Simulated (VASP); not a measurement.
OSZICAR of a VASP run on HfN (rock salt):

### OSZICAR
```
       N       E                     dE             d eps       ncg     rms          rms(c)
DAV:   1     0.348977109485E+02    0.34898E+02   -0.75751E+03  3198   0.114E+03
DAV:   2    -0.227194576197E+02   -0.57617E+02   -0.54096E+02  4156   0.236E+02
DAV:   3    -0.247406617274E+02   -0.20212E+01   -0.19983E+01  4113   0.384E+01
DAV:   4    -0.247598998364E+02   -0.19238E-01   -0.18288E-01  3804   0.358E+00
DAV:   5    -0.247603154628E+02   -0.41563E-03   -0.40984E-03  4158   0.343E-01    0.482E+01
RMM:   6    -0.217471485755E+02    0.30132E+01   -0.10500E+01  3190   0.195E+01    0.388E+01
RMM:   7    -0.217648784150E+02   -0.17730E-01   -0.12617E+00  3226   0.936E+00    0.242E+01
RMM:   8    -0.217653039962E+02   -0.42558E-03   -0.19815E-01  3192   0.353E+00    0.345E+00
RMM:   9    -0.217625518709E+02    0.27521E-02   -0.94324E-02  3236   0.196E+00    0.144E+00
RMM:  10    -0.217610376028E+02    0.15143E-02   -0.90376E-03  3212   0.865E-01    0.422E-01
RMM:  11    -0.217611615804E+02   -0.12398E-03   -0.17645E-03  3289   0.251E-01    0.652E-02
RMM:  12    -0.217612143653E+02   -0.52785E-04   -0.43401E-04  3236   0.118E-01    0.153E-01
RMM:  13    -0.217611806955E+02    0.33670E-04   -0.13635E-04  3034   0.817E-02    0.132E-02
RMM:  14    -0.217611829096E+02   -0.22141E-05   -0.22917E-05  2308   0.348E-02
   1 F= -.21761183E+02 E0= -.21761090E+02  d E =-.217612E+02
```

Which electronic solver shows in the log?

It is blocked Davidson (ALGO = Normal, or the opening steps of other solvers) and then RMM-DIIS (ALGO = Fast or VeryFast). The INCAR had ALGO = Fast.

Can the final energy be trusted as converged?

The calculation finished and met its thresholds. It stopped with EDIFF = 1E-5, NELM = 100, NSW = 20 and EDIFFG = -0.03 after 1 ionic step (PBE GGA, plane waves, VASP's PBE PAW potentials (set 64)).

The compound is HfN in the rock salt structure. It was relaxed first. The electron count is odd and the run is not spin-polarised, which forces a metal.
